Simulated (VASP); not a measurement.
A run of VASP 6.6.1 is set up as follows.

The input INCAR:

```
SYSTEM = BaAl15O24
  ALGO = Fast
  EDIFF = 1E-7
  ENCUT = 520
  GGA = PE
  ISIF = 2
  ISMEAR = -1
  LASPH = .TRUE.
  LCHARG = .FALSE.
  LREAL = Auto
  LWAVE = .FALSE.
  NBANDS = 126
  NELECT = 200.0
  NELM = 100
  PREC = Accurate
  SIGMA = 0.01
```

File KPOINTS:

```
k-points
0
G
  3 3 3
  0 0 0
```

The input POSCAR:

```
BaAl15O24
1.0
    0.0000000000      4.8469330000      4.9854040000
    7.0899410000      0.0000000000      4.9854040000
    7.0899410000      4.8469330000      0.0000000000
Ba Al O
1 15 24
Direct
    0.9461355000      0.0843785000      0.3060165000
    0.4461355000      0.5843785000      0.8060165000
    0.0560165000      0.4134695000      0.1961355000
    0.5560165000      0.9134695000      0.6961355000
    0.3343785000      0.1961355000      0.9134695000
    0.8343785000      0.6961355000      0.4134695000
    0.1634695000      0.8060165000      0.0843785000
    0.6634695000      0.3060165000      0.5843785000
    0.5538645000      0.4156215000      0.1939835000
    0.0538645000      0.9156215000      0.6939835000
    0.4439835000      0.0865305000      0.3038645000
    0.9439835000      0.5865305000      0.8038645000
    0.1656215000      0.3038645000      0.5865305000
    0.6656215000      0.8038645000      0.0865305000
    0.3365305000      0.6939835000      0.4156215000
    0.8365305000      0.1939835000      0.9156215000
    0.7774975000      0.3244785000      0.3295235000
    0.2774975000      0.8244785000      0.8295235000
    0.0795235000      0.3185005000      0.0274975000
    0.5795235000      0.8185005000      0.5274975000
    0.0744785000      0.5274975000      0.3185005000
    0.5744785000      0.0274975000      0.8185005000
    0.5685005000      0.3295235000      0.8244785000
    0.0685005000      0.8295235000      0.3244785000
    0.7225025000      0.1755215000      0.1704765000
    0.2225025000      0.6755215000      0.6704765000
    0.4204765000      0.1814995000      0.4725025000
    0.9204765000      0.6814995000      0.9725025000
    0.4255215000      0.9725025000      0.1814995000
    0.9255215000      0.4725025000      0.6814995000
    0.9314995000      0.1704765000      0.6755215000
    0.4314995000      0.6704765000      0.1755215000
    0.1497020000      0.1002980000      0.8997020000
    0.6497020000      0.6002980000      0.3997020000
    0.3502980000      0.3997020000      0.1002980000
    0.8502980000      0.8997020000      0.6002980000
    0.8502980000      0.8997020000      0.1002980000
    0.3502980000      0.3997020000      0.6002980000
    0.1497020000      0.1002980000      0.3997020000
    0.6497020000      0.6002980000      0.8997020000
```

Potentials or basis: VASP PAW PBE potentials, release 64 (Ba_sv, Al, O).

The run is started by

```sh
$ cat potpaw_PBE.64/Ba_sv/POTCAR potpaw_PBE.64/Al/POTCAR potpaw_PBE.64/O/POTCAR > POTCAR
$ mpirun -np 1 vasp_std > vasp.out
```

(1) What does it give for the band gap on the k mesh?

(2) What does it give for the largest force?

Results:

(1) 0.75 eV, indirect (least direct gap 0.76 eV).

(2) 19.480 eV/Å.

Caveat: the cell carries a net charge on a neutralising background, which shifts energy and pressure; the cell is charged against a uniform background, so pressure and absolute levels hang on convention; spin-orbit coupling is left out, which moves the levels of the heavy elements.
